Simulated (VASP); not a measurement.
Output of a VASP run:

OSZICAR:
```
       N       E                     dE             d eps       ncg     rms          rms(c)
DAV:   1     0.402414837395E+02    0.40241E+02   -0.78230E+03 10848   0.117E+03
DAV:   2    -0.662908287832E+01   -0.46871E+02   -0.45688E+02 10633   0.489E+02
DAV:   3    -0.885264176374E+01   -0.22236E+01   -0.20835E+01 11324   0.552E+01
DAV:   4    -0.895572385611E+01   -0.10308E+00   -0.94272E-01 11521   0.108E+01
DAV:   5    -0.895930988831E+01   -0.35860E-02   -0.35654E-02 10994   0.202E+00    0.241E+01
DAV:   6    -0.895771960222E+01    0.15903E-02   -0.24206E-03 11312   0.713E-01    0.229E+01
DAV:   7    -0.896471517202E+01   -0.69956E-02   -0.21565E-01  9930   0.841E+00    0.688E-01
DAV:   8    -0.896484088610E+01   -0.12571E-03   -0.11779E-02  9422   0.170E+00    0.624E-01
DAV:   9    -0.895934560731E+01    0.54953E-02   -0.20402E-02 10579   0.202E+00    0.605E-01
DAV:  10    -0.895928176270E+01    0.63845E-04   -0.11158E-03  9962   0.477E-01    0.455E-02
DAV:  11    -0.895927905919E+01    0.27035E-05   -0.31728E-05 11156   0.739E-02    0.434E-02
DAV:  12    -0.895926887326E+01    0.10186E-04   -0.32542E-05 10401   0.124E-01    0.750E-02
DAV:  13    -0.895926686656E+01    0.20067E-05   -0.62747E-06  9107   0.247E-02    0.207E-02
DAV:  14    -0.895926664892E+01    0.21764E-06   -0.18168E-07  4752   0.105E-02
   1 F= -.89592666E+01 E0= -.89597087E+01  d E =0.132602E-02
```

OUTCAR:
```
------------------------ aborting loop because EDIFF is reached ----------------------------------------
  FORCE on cell =-STRESS in cart. coord.  units (eV):
  Direction    XX          YY          ZZ          XY          YZ          ZX
  --------------------------------------------------------------------------------------
  Total       -0.6057179      0.7408269     -0.8709284     -0.0852343      0.0000000      0.0000000
  in kB      -15.5044469     18.9628082    -22.2929908     -2.1817262      0.0000000      0.0000000
  external PRESSURE =      -6.2782098 kB  Pullay stress =       0.0000000 kB
  volume of cell :       62.59
      direct lattice vectors                 reciprocal lattice vectors
     1.826979000 -2.991976000  0.000000000     0.273675833 -0.167113640  0.000000000
     1.826979000  2.991976000  0.000000000     0.273675833  0.167113640  0.000000000
     0.000000000  0.000000000  5.725363000     0.000000000  0.000000000  0.174661414
 POSITION                                       TOTAL-FORCE (eV/Angst)
 -----------------------------------------------------------------------------------
      1.82698      0.99733      1.43134         0.117358      0.052934     -0.000000
      1.92376     -0.99733      4.29402        -0.117358     -0.052934      0.000000
 -----------------------------------------------------------------------------------
    total drift:                                0.000014     -0.000000      0.000000
  FREE ENERGIE OF THE ION-ELECTRON SYSTEM (eV)
  ---------------------------------------------------
  free  energy   TOTEN  =        -8.9592666489 eV

  energy  without entropy=       -8.9605926656  energy(sigma->0) =       -8.95970865
```
(Selected blocks of OUTCAR.)

POSCAR:
```
Er
1
    1.8269790000    -2.9919760000     0.0000000000
    1.8269790000     2.9919760000     0.0000000000
    0.0000000000     0.0000000000     5.7253630000
Er
2
Direct
  0.3333330000   0.6666670000   0.2500000000
  0.6931530000   0.3598190000   0.7500000000
```

### Question
Reconstruct the remaining input files.

### Answer
Several could match; the one computed here: the input of the run itself, PBE GGA, plane waves, VASP's PBE PAW potentials (set 64).

### KPOINTS
```
K-points
0
G
 11 11 6
0 0 0
```

INCAR:
```
! general
SYSTEM   =  Er
PREC     =  Accurate
ENCUT    =  400
LREAL    =  F   ! projection in real space or not
LASPH    =  T

! electronic loop
EDIFF    =  1E-6   ! SCF stop (eV)
NELM     =  100   ! most electronic steps
ALGO     =  Normal   ! blocked Davidson
IMIX     =  4
AMIX     =  0.05
BMIX     =  0.0001
LMAXMIX  =  6   ! l cut-off of mixed one-centre charges

! smearing
ISMEAR   =  1   ! Methfessel-Paxton
SIGMA    =  0.1   ! width (eV)

! functional
GGA      =  PE   ! PBE

! ions
ISIF     =  2   ! forces and stress, cell fixed

! output
LWAVE    =  F
LCHARG   =  F
```

POTCAR, in this order: Er_3 (PBE.64 set). Program: vasp_std.

The 4f electrons are frozen in the core of the lanthanide potential, so 4f levels, which can set the real gap, and their magnetism are missing.

The compound is Er in the hcp structure. The cell was not relaxed at this level, atoms are displaced from their ideal sites. The run is one of a series of settings (AMIX = 0.05, BMIX = 0.0001, IMIX = 4 against the base run), some of them coarse on purpose.
